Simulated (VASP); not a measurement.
Calculation: PBEsol GGA, VASP's PBE PAW potentials (set 64) (plane waves; VASP).

Input for VASP

KPOINTS:
```
Automatic mesh
0
Gamma
24 24 1
0 0 0
```

**POSCAR**
```
C bilayer
1
    2.4603054312     0.0000000000     0.0000000000
   -1.2301527156     2.1306865110     0.0000000000
    0.0000000000     0.0000000000    20.6510028117
C
4
Direct
  0.0000000000   0.0000000000   0.4133300000
  0.6666670000   0.3333330000   0.4133300000
  0.0000000000   0.0000000000   0.5866700000
  0.3333330000   0.6666670000   0.5866700000
```

### INCAR
```
SYSTEM = C bilayer
PREC = Normal; ENCUT = 500; LREAL = .False.
LASPH = .True.
EDIFF = 1E-5; NELM = 100; NELMIN = 4
ALGO = Normal
ISMEAR = 1; SIGMA = 0.1
GGA = PS
IBRION = 2; NSW = 50; ISIF = 4
EDIFFG = -0.03
LWAVE = .True.; LCHARG = .False.
```

POTCAR, in this order: C (PBE.64 set). Program: vasp_std.

### Question
What does the run give for the energy per atom (σ→0), band gap (on the k-mesh)?

### Answer

```yaml
energy per atom (σ→0): -9.644 eV/atom
band gap (on the k-mesh): none (metal, semimetal or under 0.01 eV)
```

File OSZICAR:
```
...
DAV:  13    -0.385749295922E+02   -0.31476E-03   -0.61615E-05  1664   0.494E-02    0.926E-03
DAV:  14    -0.385752123239E+02   -0.28273E-03   -0.15350E-05  1568   0.236E-02    0.385E-03
DAV:  15    -0.385753155166E+02   -0.10319E-03   -0.90289E-06  1456   0.143E-02    0.325E-03
DAV:  16    -0.385753503051E+02   -0.34789E-04   -0.26663E-06  1132   0.775E-03    0.183E-03
DAV:  17    -0.385753701605E+02   -0.19855E-04   -0.16403E-06  1080   0.548E-03    0.218E-03
DAV:  18    -0.385753818239E+02   -0.11663E-04   -0.33136E-07  1148   0.293E-03    0.136E-03
DAV:  19    -0.385753855592E+02   -0.37353E-05   -0.11911E-07  1060   0.252E-03
   1 F= -.38575386E+02 E0= -.38575323E+02  d E =-.385754E+02
```

The cell is a sheet with vacuum, built from C (graphite).
